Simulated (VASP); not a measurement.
# Mg2C (I4/mmm) in VASP: settings compared

The runs below take Mg2C through single point, with r2SCAN, PBE.

All numbers are computed with VASP 6.6.1; they aren't measurements. Logs are shortened: lines on timing, memory, paths and dates and some standing lists are left out, and cuts for length are marked.

## Step 1: The cell of the first run

The structure is tetragonal, space group I4/mmm (No. 139). Conventional cell: a = 3.748 Å, b = 3.748 Å, c = 5.422 Å, α = 90.00°, β = 90.00°, γ = 90.00°. Around C (site symmetry 4/mmm) lie 8 Mg at 2.31 Å. Mg (site symmetry -4m2) has 4 C at 2.31 Å and 4 Mg at 2.65 Å as nearest neighbours.

The cell was built by a generator and needn't be a form met in nature.

## Step 2: Single point, r2SCAN (biaxial_xy strain -2.2%)

POSCAR

```
Mg2C
1.0
    0.0000000000      2.6502174944      2.7109426088
    2.6502174944      0.0000000000      2.7109426088
    2.6502174944      2.6502174944      0.0000000000
C Mg
1 2
Direct
    0.0000000000      0.0000000000      0.0000000000
    0.2500000000      0.2500000000      0.2500000000
    0.7500000000      0.7500000000      0.7500000000
```

INCAR.step1

```
SYSTEM = Mg2C
PREC = Accurate
ENCUT = 520
ISMEAR = 0
SIGMA = 0.01
LREAL = .FALSE.
LASPH = .TRUE.
NELM = 100
NBANDS = 11
GGA = PE
ALGO = Normal
EDIFF = 1E-4
LWAVE = .TRUE.
LCHARG = .FALSE.
```

INCAR.step2

```
SYSTEM = Mg2C
PREC = Accurate
ENCUT = 520
EDIFF = 1E-7
ISMEAR = 0
SIGMA = 0.01
LREAL = .FALSE.
LASPH = .TRUE.
NELM = 100
ALGO = Normal
ISIF = 2
LWAVE = .FALSE.
LCHARG = .FALSE.
METAGGA = R2SCAN
LMIXTAU = .TRUE.
NBANDS = 11
ISTART = 1
```

KPOINTS

```
Automatic mesh
0
G
  8 8 8
  0 0 0
```

Potentials or basis: VASP PAW PBE potentials, release 64 (C, Mg).

The run is started by

```console
$ cat potpaw_PBE.64/C/POTCAR potpaw_PBE.64/Mg/POTCAR > POTCAR
$ cp INCAR.step1 INCAR
$ mpirun -np 1 vasp_std > vasp.out
$ cp INCAR.step2 INCAR
$ mpirun -np 1 vasp_std > vasp.out
```

OUTCAR:

```text
SYSTEM = Mg2C
   PREC = Accurate
   ENCUT = 520
   EDIFF = 1E-7
   ISMEAR = 0
   LREAL = .FALSE.
   LASPH = .TRUE.
   NELM = 100
   ISIF = 2
   METAGGA = R2SCAN
   ISTART = 1

 ion  position               nearest neighbor table
   1  0.000  0.000  0.000-   2 2.31   3 2.31   3 2.31   3 2.31   3 2.31   2 2.31   2 2.31   2 2.31

   2  0.250  0.250  0.250-   1 2.31   1 2.31   1 2.31   1 2.31   3 2.65   3 2.65   3 2.65   3 2.65
                             3 2.71   3 2.71
   3  0.750  0.750  0.750-   1 2.31   1 2.31   1 2.31   1 2.31   2 2.65   2 2.65   2 2.65   2 2.65
                             2 2.71   2 2.71

  LATTYP: Found a body centered tetragonal cell.
 ALAT       =     3.7479735238
 C/A-ratio  =     1.4466178011

  Lattice vectors:

 A1 = (  -2.6502174944,   0.0000000000,   2.7109426088)
 A2 = (   2.6502174944,   0.0000000000,   2.7109426088)
 A3 = (   0.0000000000,   2.6502174944,  -2.7109426088)

Analysis of symmetry for initial positions (statically):
=====================================================================
 Subroutine PRICEL returns:
 Original cell was already a primitive cell.

 Routine SETGRP: Setting up the symmetry group for a
 body centered tetragonal supercell.

 Subroutine GETGRP returns: Found 16 space group operations
 (whereof 16 operations were pure point group operations)
 out of a pool of 16 trial point group operations.

The static configuration has the point symmetry D_4h.

Analysis of symmetry for dynamics (positions and initial velocities):
=====================================================================
 Subroutine PRICEL returns:
 Original cell was already a primitive cell.

 Routine SETGRP: Setting up the symmetry group for a
 body centered tetragonal supercell.

 Subroutine GETGRP returns: Found 16 space group operations
 (whereof 16 operations were pure point group operations)
 out of a pool of 16 trial point group operations.

The dynamic configuration has the point symmetry D_4h.

 Subroutine INISYM returns: Found 16 space group operations
 (whereof 16 operations are pure point group operations),
 and found     1 'primitive' translations

----------------------------------------------------------------------------------------

                                     Primitive cell

  volume of cell :      38.0814

  direct lattice vectors                    reciprocal lattice vectors
     0.000000000  2.650217494  2.710942609    -0.188663761  0.188663761  0.184437693
     2.650217494  0.000000000  2.710942609     0.188663761 -0.188663761  0.184437693
     2.650217494  2.650217494  0.000000000     0.188663761  0.188663761 -0.184437693

  length of vectors
     3.791155839  3.791155839  3.747973524     0.324353653  0.324353653  0.324353653

  position of ions in fractional coordinates (direct lattice)
     0.000000000  0.000000000  0.000000000
     0.250000000  0.250000000  0.250000000
     0.750000000  0.750000000  0.750000000

  ion indices of the primitive-cell ions
   primitive index   ion index
                 1           1
                 2           2
                 3           3

----------------------------------------------------------------------------------------

 KPOINTS: Automatic mesh

Automatic generation of k-mesh.
 Grid dimensions read from file:
 generate k-points for:    8    8    8

 Generating k-lattice:

  Cartesian coordinates                     Fractional coordinates (reciprocal lattice)
    -0.023582970  0.023582970  0.023054712     0.125000000  0.000000000  0.000000000
     0.023582970 -0.023582970  0.023054712     0.000000000  0.125000000  0.000000000
     0.023582970  0.023582970 -0.023054712     0.000000000  0.000000000  0.125000000

  Length of vectors
     0.040544207  0.040544207  0.040544207

  Shift w.r.t. Gamma in fractional coordinates (k-lattice)
     0.000000000  0.000000000  0.000000000

 Subroutine IBZKPT returns following result:
 ===========================================

 Found     59 irreducible k-points:

 Following reciprocal coordinates:
            Coordinates               Weight
  0.000000  0.000000  0.000000      1.000000
  0.125000  0.000000  0.000000      8.000000
  0.250000  0.000000  0.000000      8.000000
  0.375000  0.000000  0.000000      8.000000
  0.500000  0.000000  0.000000      4.000000
  0.125000  0.125000  0.000000      2.000000
[... 16 lines left out ...]
  0.250000  0.000000  0.125000     16.000000
  0.375000  0.000000  0.125000     16.000000
 [... further k-points ...]
   k-points           NKPTS =     59   k-points in BZ     NKDIM =     59   number of bands    NBANDS=     11
   number of dos      NEDOS =    301   number of ions     NIONS =      3
   total plane-waves  NPLWV =  21952
   dimension x,y,z NGX =    28 NGY =   28 NGZ =   28
   dimension x,y,z NGXF=    56 NGYF=   56 NGZF=   56
   ions per type =               1   2
   NGX,Y,Z   is equivalent  to a cutoff of  12.28, 12.28, 12.42 a.u.
   NGXF,Y,Z  is equivalent  to a cutoff of  24.56, 24.56, 24.84 a.u.
 SYSTEM =  Mg2C
   PREC   = accura    normal or accurate (medium, high low for compatibility)
   ISTART =      1    job   : 0-new  1-cont  2-samecut
   ICHARG =      0    charge: 1-file 2-atom 10-const
   ISPIN  =      1    spin polarized calculation?
   LNONCOLLINEAR =      F non collinear calculations
   LSORBIT =      F    spin-orbit coupling
   LASPH  =      T    aspherical Exc in radial PAW
   ENCUT  =  520.0 eV  38.22 Ry    6.18 a.u.   7.05  7.05  6.97*2*pi/ulx,y,z
   NELM   =    100;   NELMIN=  2; NELMDL=  0     # of ELM steps
   EDIFF  = 0.1E-06   stopping-criterion for ELM
   LREAL  =      F    real-space projection
   EDIFFG = 0.1E-05   stopping-criterion for IOM
   NSW    =      0    number of steps for IOM
   IBRION =     -1    ionic relax: 0-MD 1-quasi-New 2-CG
   NFREE  =      0    steps in history (QN), initial steepest desc. (CG)
   ISIF   =      2    stress and relaxation
   ISYM   =      2    0-nonsym 1-usesym 2-fastsym
   POTIM  = 0.5000    time-step for ionic-motion
   TEBEG  =    0.0;   TEEND  =   0.0 temperature during run
   PSTRESS=    0.0 pullay stress
   NELECT =       8.0000    total number of electrons
   NUPDOWN=      -1.0000    fix difference up-down
   EMIN   =  10.00;   EMAX   =-10.00  energy-range for DOS
   EFERMI =   0.00;   METHOD = LEGACY
   ISMEAR =     0;   SIGMA  =   0.01  broadening in eV -4-tet -1-fermi 0-gaus
   EFERMI_NEDOS =   21; number of points for ismear=-14 and -15
   IALGO  =     38    algorithm
   IMIX   =      4    mixing-type and parameters
     AMIX     =   0.40;   BMIX     =  1.00
     AMIX_MAG =   1.60;   BMIX_MAG =  1.00
  volume/ion in A,a.u.               =      12.69        85.66
  Fermi-wavevector in a.u.,A,eV,Ry     =   0.973196  1.839074 12.886224  0.947111
  Thomas-Fermi vector in A             =   2.103556
   LORBIT       =      0    0 simple, 1 ext, 2 COOP (PROOUT), +10 PAW based schemes
   METAGGA = R2SCAN    functional components
   LHFCALC =     F    Hartree Fock is set to
   AEXX    =    0.0000 exact exchange contribution
   IVDW    =     0    specifies the selected vdW correction
   LEPSILON=     F    determine dielectric tensor
   LRPA    =     F    only Hartree local field effects (RPA)
 non-spin polarized calculation
 Gauss-broadening in eV      SIGMA  =   0.01
  energy-cutoff  :      520.00
  volume of cell :       38.08
 maximum number of plane-waves:      1042
   NGX = 15   NGY = 15   NGZ = 13

 number of electron       7.9999999 magnetization

 Free energy of the ion-electron system (eV)
  ---------------------------------------------------
  ext. energy  EPLUGINS =         0.00000000
  ---------------------------------------------------
  free energy    TOTEN  =       -17.77247025 eV

  energy without entropy =      -17.77247025  energy(sigma->0) =      -17.77247025

 E-fermi :   4.0070     XC(G=0): -10.5812

 val. band max:        3.9385738598   @ k =   0.0000   0.0000   0.0000
 cond. band min:       4.9957782996   @ k =   0.5000   0.0000   0.5000
 fundamental gap:      1.0572044398
 Fermi energy:         4.0070307199

 k-point     1 :       0.0000    0.0000    0.0000
  band No.  band energies     occupation
      1      -7.5646      2.00000
      2       3.8321      2.00000
      3       3.9386      2.00000
      4       3.9386      2.00000
      5       6.1664      0.00000
      6      11.3635      0.00000
      7      11.3635      0.00000
      8      11.5361      0.00000
      9      14.1087      0.00000
     10      14.5646      0.00000
     11      15.2781      0.00000

 k-point     2 :       0.1250    0.0000    0.0000
  band No.  band energies     occupation
      1      -7.3902      2.00000
      2       2.7807      2.00000
      3       3.7874      2.00000
      4       3.8743      2.00000
      5       7.0339      0.00000
      6      11.2854      0.00000
      7      11.5621      0.00000
      8      11.6588      0.00000
      9      13.1671      0.00000
     10      13.5201      0.00000
     11      15.4485      0.00000

 k-point     3 :       0.2500    0.0000    0.0000
  band No.  band energies     occupation
      1      -6.9084      2.00000
      2       1.0537      2.00000
      3       3.6080      2.00000
      4       3.7340      2.00000
      5       7.9145      0.00000
      6      10.9256      0.00000
      7      11.2658      0.00000
      8      11.2814      0.00000
      9      13.6600      0.00000
     10      13.6948      0.00000
     11      15.3271      0.00000

 k-point     4 :       0.3750    0.0000    0.0000
  band No.  band energies     occupation
      1      -6.2887      2.00000
      2      -0.4008      2.00000
      3       3.4505      2.00000
      4       3.6110      2.00000
      5       8.2133      0.00000
      6      10.3241      0.00000
      7      10.5954      0.00000
      8      10.9140      0.00000
      9      15.2471      0.00000
     10      15.3995      0.00000
     11      16.1954      0.00000

 k-point     5 :       0.5000    0.0000    0.0000
  band No.  band energies     occupation
      1      -5.9582      2.00000
      2      -1.0204      2.00000
      3       3.3904      2.00000
      4       3.5644      2.00000
      5       8.2609      0.00000
      6      10.1019      0.00000
      7      10.3373      0.00000
      8      10.7255      0.00000
      9      16.7017      0.00000
     10      16.7322      0.00000
     11      17.1351      0.00000
[... 211 lines left out ...]
 k-point    21 :       0.5000    0.5000    0.0000
  band No.  band energies     occupation
      1      -5.4947      2.00000
      2      -0.4008      2.00000
      3       2.4153      2.00000
      4       2.4153      2.00000
      5       5.0790      0.00000
      6       9.1593      0.00000
      7      14.1194      0.00000
      8      14.6101      0.00000
      9      14.6101      0.00000
     10      18.5675      0.00000
     11      19.2262      0.00000

 k-point    22 :       0.1250    0.0000    0.1250
  band No.  band energies     occupation
      1      -7.3291      2.00000
      2       2.8544      2.00000
      3       3.5285      2.00000
      4       3.6220      2.00000
      5       7.3160      0.00000
      6      10.8745      0.00000
      7      11.7988      0.00000
      8      12.0620      0.00000
      9      12.0985      0.00000
     10      14.5492      0.00000
     11      15.9609      0.00000

 k-point    23 :       0.2500    0.0000    0.1250
  band No.  band energies     occupation
      1      -6.9468      2.00000
      2       1.5553      2.00000
      3       3.2995      2.00000
      4       3.4493      2.00000
      5       7.9710      0.00000
      6      10.6913      0.00000
      7      10.8927      0.00000
      8      11.9587      0.00000
      9      12.8261      0.00000
     10      14.7329      0.00000
     11      16.3041      0.00000

 k-point    24 :       0.3750    0.0000    0.1250
  band No.  band energies     occupation
      1      -6.3617      2.00000
      2       0.1159      2.00000
      3       3.1132      2.00000
      4       3.2293      2.00000
      5       8.2195      0.00000
      6       9.9949      0.00000
      7      11.2333      0.00000
      8      11.4040      0.00000
      9      13.7543      0.00000
     10      16.0593      0.00000
     11      16.8041      0.00000

 [... further k-points ...]

------------------------ aborting loop because EDIFF is reached ----------------------------------------

  FORCE on cell =-STRESS in cart. coord.  units (eV):
  Direction    XX          YY          ZZ          XY          YZ          ZX
  --------------------------------------------------------------------------------------
  -------------------------------------------------------------------------------------
  Total        1.6601068      1.6601068     -0.1005678      0.0000000      0.0000000     -0.0000000
  in kB       69.8446702     69.8446702     -4.2311302      0.0000000      0.0000000     -0.0000000
  external PRESSURE =      45.1527367 kB  Pullay stress =       0.0000000 kB

 VOLUME and BASIS-vectors are now :
 -----------------------------------------------------------------------------
  energy-cutoff  :      520.00
  volume of cell :       38.08
      direct lattice vectors                 reciprocal lattice vectors
     0.000000000  2.650217494  2.710942609    -0.188663761  0.188663761  0.184437693
     2.650217494  0.000000000  2.710942609     0.188663761 -0.188663761  0.184437693
     2.650217494  2.650217494  0.000000000     0.188663761  0.188663761 -0.184437693

 POSITION                                       TOTAL-FORCE (eV/Angst)
 -----------------------------------------------------------------------------------
      0.00000      0.00000      0.00000        -0.000000      0.000000      0.000000
      1.32511      1.32511      1.35547         0.000000      0.000000      0.000000
      3.97533      3.97533      4.06641        -0.000000     -0.000000     -0.000000
 -----------------------------------------------------------------------------------
    total drift:                               -0.000000     -0.000000      0.000000

  FREE ENERGIE OF THE ION-ELECTRON SYSTEM (eV)
  ---------------------------------------------------
  free  energy   TOTEN  =       -17.7724702454 eV

  energy  without entropy=      -17.7724702454  energy(sigma->0) =      -17.77247025
```

Wall time 71 s (1 thread of Intel Xeon Platinum 8488C (Sapphire Rapids), shared host); peak memory 0.18 GiB.

Results:

```yaml
Free_energy: -17.7725 eV
Pressure: 4.5 GPa
Band_gap_on_the_k_mesh: 1.06 eV, indirect (least direct gap 2.23 eV)
```

Caveat: the PAW data sets were made with another functional, which shifts forces and pressure a little. A k mesh can miss the band edges.

## Step 3: Single point, PBE (uniaxial_z strain +0.5%)

INCAR

```
ALGO = Normal
EDIFF = 1E-6
ENCUT = 520
GGA = PE
ISIF = 2
ISMEAR = -1
LASPH = T
LCHARG = F
LREAL = F
LWAVE = F
NBANDS = 11
NELM = 80
PREC = Accurate
SIGMA = 0.02
```

KPOINTS

```
k-points
0
Gamma
  8 8 8
```

POSCAR

```
Mg2C
1.0
    0.0000000000      2.7109426088      2.7247684161
    2.7109426088      0.0000000000      2.7247684161
    2.7109426088      2.7109426088      0.0000000000
C Mg
1 2
Direct
    0.0000000000      0.0000000000      0.0000000000
    0.2500000000      0.2500000000      0.2500000000
    0.7500000000      0.7500000000      0.7500000000
```

Potentials or basis: VASP PAW PBE potentials, release 64 (C, Mg).

The run is started by

```console
$ cat potpaw_PBE.64/C/POTCAR potpaw_PBE.64/Mg/POTCAR > POTCAR
$ mpirun -np 1 vasp_std > vasp.out
```

Run time: 21 s. Hardware: 1 thread of Intel Xeon Platinum 8488C (Sapphire Rapids), shared host; peak memory 0.18 GiB.

It converged, with:

| Quantity | Value |
| --- | --- |
| Free energy | -11.4827 eV |
| Pressure | 1.3 GPa |
| Band gap on the k mesh | 0.72 eV, indirect (least direct gap 1.46 eV) |

Stress tensor (GPa, compression positive):
```
1.78 0.00 0.00
0.00 1.78 0.00
0.00 0.00 0.33
```

Levels at points of the mesh, in eV from the valence-band top:
| k point | band 1 | band 2 | band 3 | band 4 | band 5 | band 6 | band 7 | band 8 | band 9 |
| --- | --- | --- | --- | --- | --- | --- | --- | --- | --- |
| (0.00, 0.00, 0.00) | -10.69 | -0.02 | 0.00 | 0.00 | 1.46 | 6.56 | 6.56 | 6.60 | 9.60 |
| (0.50, 0.00, 0.00) | -9.16 | -4.74 | -0.45 | -0.41 | 3.41 | 5.57 | 5.62 | 5.87 | 11.23 |
| (0.50, 0.50, 0.00) | -8.69 | -4.07 | -1.51 | -1.51 | 0.74 | 4.14 | 8.90 | 9.33 | 9.33 |
| (0.50, 0.00, 0.50) | -8.67 | -4.03 | -1.55 | -1.54 | 0.72 | 4.07 | 8.97 | 9.25 | 9.37 |

A k mesh can miss the band edges.

## Step 4: Single point, PBE (biaxial_xy strain -2.2%)

INCAR

```
ALGO = Normal
EDIFF = 1E-6
ENCUT = 520
GGA = PE
ISIF = 2
ISMEAR = -1
LASPH = T
LCHARG = T
LELF = T
LREAL = F
LVHAR = T
LWAVE = F
NBANDS = 11
NELM = 60
PREC = Accurate
SIGMA = 0.02
```

KPOINTS is that of step 3.

POSCAR

```
Mg2C
1.0
    0.0000000000      2.6502174944      2.7109426088
    2.6502174944      0.0000000000      2.7109426088
    2.6502174944      2.6502174944      0.0000000000
C Mg
1 2
Direct
    0.0000000000      0.0000000000      0.0000000000
    0.2500000000      0.2500000000      0.2500000000
    0.7500000000      0.7500000000      0.7500000000
```

The run is started by

```console
$ cat potpaw_PBE.64/C/POTCAR potpaw_PBE.64/Mg/POTCAR > POTCAR
$ mpirun -np 1 vasp_std > vasp.out
```

It took 22 s on 1 thread of Intel Xeon Platinum 8488C (Sapphire Rapids), shared host; peak memory 0.16 GiB.

It converged, with:

```yaml
Free_energy: -11.4224 eV
Pressure: 6.7 GPa
Band_gap_on_the_k_mesh: 0.68 eV, indirect (least direct gap 1.75 eV)
```

Stress tensor (GPa, compression positive):
```
9.08 0.00 0.00
0.00 9.08 0.00
0.00 0.00 2.08
```

Levels at points of the mesh, in eV from the valence-band top:
| k point | band 1 | band 2 | band 3 | band 4 | band 5 | band 6 | band 7 | band 8 |
| --- | --- | --- | --- | --- | --- | --- | --- | --- |
| (0.00, 0.00, 0.00) | -10.91 | -0.10 | 0.00 | 0.00 | 1.75 | 6.81 | 6.81 | 6.98 |
| (0.50, 0.00, 0.00) | -9.28 | -4.89 | -0.53 | -0.37 | 3.73 | 5.66 | 5.89 | 6.05 |
| (0.50, 0.50, 0.00) | -8.81 | -4.29 | -1.48 | -1.48 | 0.76 | 4.57 | 9.22 | 9.77 |
| (0.50, 0.00, 0.50) | -8.75 | -4.08 | -1.66 | -1.60 | 0.68 | 4.25 | 9.37 | 9.52 |

A k mesh can miss the band edges.

## Step 5: The runs side by side

```tsv
level	cell	smearing	gap on the mesh (eV)	pressure (GPa)
r2SCAN	biaxial_xy strain -2.2%	gaussian 0.01 eV	1.06	4.5
PBE	uniaxial_z strain +0.5%	fermi-dirac 0.02 eV	0.72	1.3
PBE	biaxial_xy strain -2.2%	fermi-dirac 0.02 eV	0.68	6.7
```

Alike in all rows: task single point; potentials or basis VASP PAW PBE potentials, release 64 (C, Mg); no spin polarisation; k mesh 8 × 8 × 8; cutoff (eV) 520.

Caveats: the PAW data sets were made with another functional, which shifts forces and pressure a little (some runs).

Absolute energies hang on the potentials; compare differences alone.
